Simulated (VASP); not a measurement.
Wanted: the native input for a VASP 6.6.1 run.

- Task: relaxation of cell and atoms
- Functional: PBE
- Potentials or basis: VASP PAW PBE potentials, release 64 (Ti_sv, Br, F)
- Cutoff: 520 eV
- k mesh: 4 × 4 × 3
- Occupations: gaussian, width 0.15 eV
- Spin: no spin polarisation
- Further INCAR settings: PREC = Normal; ALGO = Fast; EDIFF = 0.0001; IBRION = 2; EDIFFG = -0.08; NSW = 24; ISIF = 3

The structure of TiBrF3 lies in POSCAR:

```
TiBrF3
1.0
    4.1744565400      0.0000000000      0.0000000000
   -2.0872282700      3.6151854100      0.0000000000
    0.0000000000      0.0000000000      5.0101885300
Ti Br F
1 1 3
Direct
    0.0000000000      0.0000000000      0.0000000000
    0.6666666700      0.3333333300      0.5000000000
    0.3333333300      0.6666666700      0.2489190000
    0.3333333300      0.6666666700      0.7510810000
    0.6666666700      0.3333333300      0.0000000000
```

The cell was built by a generator and needn't be a form met in nature.

The input as run:

INCAR

```
PREC = Normal ; ENCUT = 520
EDIFF = 1E-4 ; ISMEAR = 0
SIGMA = 0.15 ; LREAL = False
LASPH = True ; NELM = 60
ALGO = Fast ; ISIF = 3
LWAVE = False ; LCHARG = False
GGA = PE ; IBRION = 2
NSW = 24 ; EDIFFG = -0.08
```

KPOINTS

```
regular mesh
0
Gamma
  4 4 3
```

Potentials or basis: VASP PAW PBE potentials, release 64 (Ti_sv, Br, F).

Run with:

```sh
$ cat potpaw_PBE.64/Ti_sv/POTCAR potpaw_PBE.64/Br/POTCAR potpaw_PBE.64/F/POTCAR > POTCAR
$ mpirun -np 1 vasp_std > vasp.out
```

Results of the run:

```json
{
 "Relaxed volume": "13.31 Å³/atom",
 "Relaxed cell": "a = 3.463 Å, b = 3.463 Å, c = 6.408 Å, α = 90.00°, β = 90.00°, γ = 120.00°",
 "Space group after relaxing (to 0.05 Å)": "P-6m2 (No. 187)",
 "Energy gained by relaxing": "661.3 meV/atom",
 "Ionic steps": "14",
 "Pressure after relaxing": "0.5 GPa",
 "Largest force after relaxing": "0.030 eV/Å",
 "Band gap on the k mesh": "none (metal or under the smearing width)"
}
```

Caveat: the k mesh is coarse (spacing up to 0.43 Å⁻¹), so the values aren't converged; semilocal functionals often make such compounds metallic where correlation or magnetic order opens a gap, which also shifts bond lengths; the relaxation stopped at a loose force limit of 0.08 eV/Å, so its end isn't a converged minimum.

Wall time 80 s on 1 thread of Intel(R) Xeon(R) 6975P-C (Granite Rapids), with other jobs on the host, peak memory 0.16 GiB.
